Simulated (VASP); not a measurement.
Method: PBE GGA, VASP's PBE PAW potentials (set 64) (plane waves; VASP).

Input for VASP

**POSCAR**
```
LaB6
1
    4.1552990514     0.0000000000     0.0000000000
    0.0000000000     4.1552990514     0.0000000000
   -0.0000000000     0.0000000000     4.1552990514
La B
1 6
Direct
  1.0000000000   0.0000000000   0.0000000000
  0.8003585303   0.5000000000   0.5000000000
  0.5000000000   0.1996414697   0.5000000000
  0.5000000000   0.8003585303   0.5000000000
  0.1996414697   0.5000000000   0.5000000000
  0.5000000000   0.5000000000   0.8003585303
  0.5000000000   0.5000000000   0.1996414697
```

**KPOINTS**
```
k-points along high-symmetry lines
15
Line-mode
Reciprocal
  0.000000   0.000000   0.000000 ! GAMMA
  0.000000   0.500000   0.000000 ! X

  0.000000   0.500000   0.000000 ! X
  0.500000   0.500000   0.000000 ! M

  0.500000   0.500000   0.000000 ! M
  0.000000   0.000000   0.000000 ! GAMMA

  0.000000   0.000000   0.000000 ! GAMMA
  0.500000   0.500000   0.500000 ! R

  0.500000   0.500000   0.500000 ! R
  0.000000   0.500000   0.000000 ! X

  0.500000   0.500000   0.500000 ! R
  0.500000   0.500000   0.000000 ! M
```

### INCAR
```
ALGO = Normal
EDIFF = 1E-7
ENCUT = 520
GGA = PE
ICHARG = 11
ISMEAR = 0
LASPH = T
LCHARG = F
LMAXMIX = 6
LORBIT = 11
LREAL = F
LWAVE = F
NELM = 100
PREC = Accurate
SIGMA = 0.05
SYSTEM = LaB6
```

POTCAR, in this order: La B (PBE.64 set). Program: vasp_std. Read from the step before: CHGCAR.

The resulting files:

OSZICAR:
```
       N       E                     dE             d eps       ncg     rms          rms(c)
DAV:   1     0.208628407512E+03    0.20863E+03   -0.11434E+04  3264   0.210E+03
DAV:   2    -0.359290214313E+00   -0.20899E+03   -0.19950E+03  4312   0.313E+02
DAV:   3    -0.453316994421E+02   -0.44972E+02   -0.41729E+02  5068   0.150E+02
DAV:   4    -0.479138955077E+02   -0.25822E+01   -0.25478E+01  5494   0.389E+01
DAV:   5    -0.480632560470E+02   -0.14936E+00   -0.14760E+00  4940   0.773E+00
DAV:   6    -0.480698401855E+02   -0.65841E-02   -0.65294E-02  5880   0.154E+00
DAV:   7    -0.480701363301E+02   -0.29614E-03   -0.29497E-03  4976   0.292E-01
DAV:   8    -0.480701567392E+02   -0.20409E-04   -0.20366E-04  5904   0.925E-02
DAV:   9    -0.480701582329E+02   -0.14937E-05   -0.14914E-05  4926   0.161E-02
DAV:  10    -0.480701583866E+02   -0.15367E-06   -0.15351E-06  5656   0.618E-03
DAV:  11    -0.480701584043E+02   -0.17681E-07   -0.17552E-07  3854   0.113E-03
   1 F= -.48070158E+02 E0= -.48068717E+02  d E =-.288258E-02
```

**OUTCAR**
```
 val. band max:        8.7016143576   @ k =   0.0714   0.0714   0.0000

 cond. band min:       8.7285997128   @ k =   0.2857   0.2857   0.0000



 k-point     1 :       0.0000    0.0000    0.0000
  band No.  band energies     occupation
      1     -24.5020      2.00000
      2      -8.2292      2.00000
      3      -8.2292      2.00000
      4      -8.2292      2.00000
      5      -6.9514      2.00000
      6       0.6693      2.00000
      7       1.0377      2.00000
      8       1.0377      2.00000
      9       1.0377      2.00000
     10       1.6055      2.00000
     11       1.6055      2.00000
     12       6.7149      2.00000
     13       6.7149      2.00000
     14       6.7149      2.00000
     15       8.7806      0.12124
     16       8.7806      0.12124
     17       8.7806      0.12124
     18      10.0795      0.00000

 k-point     2 :       0.0000    0.0357    0.0000
  band No.  band energies     occupation
      1     -24.5017      2.00000
      2      -8.2442      2.00000
      3      -8.2282      2.00000
      4      -8.2282      2.00000
      5      -6.9357      2.00000
      6       0.5452      2.00000
      7       1.0371      2.00000
      8       1.0371      2.00000
      9       1.0565      2.00000
     10       1.6106      2.00000
     11       1.7298      2.00000
     12       6.6707      2.00000
     13       6.6707      2.00000
     14       6.7191      2.00000
     15       8.7013      1.51254
     16       8.8302      0.00316
     17       8.8302      0.00316
     18      10.1118      0.00000

 k-point     3 :       0.0000    0.0714    0.0000
  band No.  band energies     occupation
      1     -24.5008      2.00000
      2      -8.2866      2.00000
      3      -8.2253      2.00000
      4      -8.2253      2.00000
      5      -6.8910      2.00000
      6       0.2873      2.00000
      7       1.0352      2.00000
      8       1.0352      2.00000
      9       1.0913      2.00000
     10       1.6259      2.00000
...
```

The density is held fixed in this step, so its total energy and stress have no physical meaning.

The compound is LaB6 in the cab6 structure. It was relaxed first. The electron count is odd and the run is not spin-polarised, which forces a metal.
